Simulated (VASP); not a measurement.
Input:

```yaml
crystal:
  lattice:
    - [-2.03048, 2.03048, 4.02849]
    - [2.03048, -2.03048, 4.02849]
    - [2.03048, 2.03048, -4.02849]
  atoms:
    - { symbol: Ga, position: [0.75000, 0.25000, 0.50000] }
    - { symbol: Ga, position: [0.25000, 0.75000, 0.50000] }
    - { symbol: Ga, position: [0.50000, 0.50000, 0.00000] }
    - { symbol: Ag, position: [0.00000, 0.00000, 0.00000] }
```

The numbers are results of LDA (Ceperley-Alder, Perdew-Zunger), VASP's LDA PAW potentials (set 64) (plane waves; VASP), not measurements. Run with 400 eV cut-off, Gaussian smearing of 0.050 eV, potentials Ga_d Ag.

Task: Predict the band gap (along the path) with the smallest direct gap where there is one.

Result: 
band gap (along the path): none (metal, semimetal or under 0.01 eV)

Total energies compare only between runs with the same potentials, cut-off and functional.

The structure comes from a computed database's Ga3Ag entry (I4/mmm); how it stands against other phases isn't given here. It was relaxed first, which changed the volume by -5 %.
